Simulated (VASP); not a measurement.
Computed with rev-vdW-DF2, VASP's PBE PAW potentials (set 64) (plane waves; VASP).

The input files of a VASP run:

**POSCAR**
```
Ge
1.0
  0.0000000000   2.8609584076   2.8609584076
  2.8609584076   0.0000000000   2.8609584076
  2.8609584076   2.8609584076   0.0000000000
Ge
2
Direct
  0.0000000000   0.0000000000   0.0000000000
  0.2500000000   0.2500000000   0.2500000000
```

### INCAR
```
SYSTEM = Ge
PREC = Accurate
ENCUT = 520
EDIFF = 1E-7
NELM = 100
ALGO = Normal
LREAL = .FALSE.
LASPH = .TRUE.
ISMEAR = 1
SIGMA = 0.1
GGA = MK
PARAM1 = 0.1234568
PARAM2 = 0.7114
ZAB_VDW = -1.8867
LUSE_VDW = .TRUE.
AGGAC = 0.0
LMAXMIX = 4
LWAVE = .FALSE.
LCHARG = .FALSE.
ISIF = 2
```

KPOINTS:
```
K-points
0
G
 11 11 11
0 0 0
```

POTCAR, in this order: Ge_d (PBE.64 set). Program: vasp_std.

Output

File OSZICAR:
```
       N       E                     dE             d eps       ncg     rms          rms(c)
DAV:   1     0.171353516817E+03    0.17135E+03   -0.15499E+04  2072   0.419E+03
DAV:   2     0.186195238444E+02   -0.15273E+03   -0.15046E+03  2024   0.549E+02
DAV:   3    -0.251805935446E+01   -0.21138E+02   -0.20957E+02  2206   0.150E+02
DAV:   4    -0.320508540465E+01   -0.68703E+00   -0.68545E+00  2326   0.309E+01
DAV:   5    -0.321681841510E+01   -0.11733E-01   -0.11732E-01  2234   0.425E+00    0.291E+00
DAV:   6    -0.314984493487E+01    0.66973E-01   -0.30860E-02  2154   0.141E+00    0.174E+00
DAV:   7    -0.311195761136E+01    0.37887E-01   -0.73742E-02  2192   0.216E+00    0.144E-01
DAV:   8    -0.311312062601E+01   -0.11630E-02   -0.45881E-03  2180   0.840E-01    0.546E-02
DAV:   9    -0.311313240091E+01   -0.11775E-04   -0.14587E-04  2376   0.176E-01    0.122E-02
DAV:  10    -0.311313566592E+01   -0.32650E-05   -0.23793E-05  2380   0.840E-02    0.549E-03
DAV:  11    -0.311313606105E+01   -0.39513E-06   -0.33818E-06  2302   0.311E-02    0.127E-03
DAV:  12    -0.311313615655E+01   -0.95498E-07   -0.13437E-07  1642   0.363E-03
   1 F= -.31131362E+01 E0= -.31131747E+01  d E =0.115720E-03
```

**OUTCAR**
```
------------------------ aborting loop because EDIFF is reached ----------------------------------------
  FORCE on cell =-STRESS in cart. coord.  units (eV):
  Direction    XX          YY          ZZ          XY          YZ          ZX
  --------------------------------------------------------------------------------------
  Total        0.0126852      0.0126852      0.0126852      0.0000000      0.0000000      0.0000000
  in kB        0.4339549      0.4339549      0.4339549      0.0000000      0.0000000      0.0000000
  external PRESSURE =       0.4339549 kB  Pullay stress =       0.0000000 kB
  volume of cell :       46.83
      direct lattice vectors                 reciprocal lattice vectors
     0.000000000  2.860958408  2.860958408    -0.174766609  0.174766609  0.174766609
     2.860958408  0.000000000  2.860958408     0.174766609 -0.174766609  0.174766609
     2.860958408  2.860958408  0.000000000     0.174766609  0.174766609 -0.174766609
 POSITION                                       TOTAL-FORCE (eV/Angst)
 -----------------------------------------------------------------------------------
      0.00000      0.00000      0.00000        -0.000000     -0.000000     -0.000000
      1.43048      1.43048      1.43048         0.000000      0.000000      0.000000
 -----------------------------------------------------------------------------------
    total drift:                                0.000000      0.000000      0.000000
  FREE ENERGIE OF THE ION-ELECTRON SYSTEM (eV)
  ---------------------------------------------------
  free  energy   TOTEN  =        -3.1131361566 eV

  energy  without entropy=       -3.1132518763  energy(sigma->0) =       -3.11317473
```
(Selected blocks of OUTCAR.)

The compound is Ge in the diamond structure. It was relaxed first.
